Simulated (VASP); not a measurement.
Energy against volume of Sc (hcp). Level of theory: MS2 meta-GGA, VASP's PBE PAW potentials (set 64) (plane waves; VASP). Numerical set-up: 520 eV cut-off, 13×13×7 Γ-centred mesh, first-order Methfessel-Paxton smearing of 0.10 eV, potentials Sc_sv.

Shape and ions are relaxed at each volume.

| V (Å³/atom) | E (eV/atom) |
|---|---|
| 24.037 | -11.34780 |
| 24.780 | -11.35449 |
| 25.524 | -11.35284 |
| 26.267 | -11.34416 |

Fit these four points and predict the energy of the run at 23.294 Å³/atom.

A cubic in V^(−2/3), the third-order Birch-Murnaghan form, passes through the four points with V0 = 24.99 Å³/atom and B0 = 57 GPa, and gives -11.3312 eV/atom there. The run gave -11.3325 eV/atom, -1.3 meV/atom from the fit; all five points give B0 = 56 GPa.

The compound is Sc in the hcp structure. It was relaxed first.
